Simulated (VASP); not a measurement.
Given:

```yaml
crystal:
  lattice:
    - [3.99211, 0.00000, 0.00000]
    - [0.00000, 3.99211, 0.00000]
    - [0.00000, 0.00000, 3.99211]
  atoms:
    - { symbol: Ba, position: [0.00000, 0.00000, 0.00000] }
    - { symbol: Li, position: [0.50000, 0.50000, 0.50000] }
    - { symbol: F, position: [0.00000, 0.50000, 0.50000] }
    - { symbol: F, position: [0.50000, 0.00000, 0.50000] }
    - { symbol: F, position: [0.50000, 0.50000, 0.00000] }
```

Calculation: r2SCAN meta-GGA, VASP's PBE PAW potentials (set 64) (plane waves; VASP). Run with 520 eV cut-off, 6×6×6 Γ-centred mesh, tetrahedra with Blöchl corrections, potentials Ba_sv Li_sv F.

Unless said otherwise, spin-orbit coupling is left out, though it shifts the bands of the heavy elements here.

**Question.** What does the run give for the energy per atom (σ→0), band gap (over mesh and band path) with the smallest direct gap where there is one?

**Answer.** 
| Quantity | Result |
|---|---|
| band gap (over mesh and band path) | 7.32 eV |
| smallest direct gap (over mesh and band path) | 7.32 eV |
| energy per atom (σ→0) | -11.414 eV/atom |

The absolute energy has meaning only against runs of the same code, potentials and settings.

The structure comes from a computed database's BaLiF3 entry (Pm-3m); how it stands against other phases isn't given here. It was relaxed first.
